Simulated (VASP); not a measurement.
All values below come from PBE GGA, VASP's PBE PAW potentials (set 64) (plane waves; VASP).

The input files of a VASP run:

**INCAR**
```
! general
SYSTEM =CoAl
PREC   =Accurate
ENCUT  =520
LREAL  =.FALSE.   ! projection in real space or not
LASPH  =.TRUE.   ! aspherical one-centre terms

! electronic loop
EDIFF  =1E-7   ! SCF stop (eV)
NELM   =100
ALGO   =Normal   ! blocked Davidson
LMAXMIX=4   ! l cut-off of mixed one-centre charges

! smearing
ISMEAR =1
SIGMA  =0.1

! functional
GGA    =PE

! ions
ISIF   =2

! output
LWAVE  =.FALSE.
LCHARG =.FALSE.
```

**KPOINTS**
```
Regular mesh
0
G
  13 13 13
0 0 0
```

POSCAR:
```
CoAl
1
    2.8224392514     0.0000000000     0.0000000000
    0.0000000000     2.8224392514     0.0000000000
    0.0000000000     0.0000000000     2.8224392514
Al Co
1 1
Direct
  0.5000000000   0.5000000000   0.5000000000
  0.0000000000   0.0000000000   0.0000000000
```

POTCAR, in this order: Al Co (PBE.64 set). Program: vasp_std.

**Question.** What will the output report for the number of irreducible k-points (NKPTS), largest plane-wave count, number of space-group operations, FFT grid (NGX, NGY, NGZ)?

**Answer.** 
```yaml
number of irreducible k-points (NKPTS): 84
largest_plane_wave_count: 624
number_of_space_group_operations: 48
FFT grid (NGX, NGY, NGZ): 24 × 24 × 24
```

The compound is CoAl in the CsCl type structure. This cell is one point of a volume scan, at 0.97 of the reference volume. The run is not spin-polarised, so no magnetic state was tried.
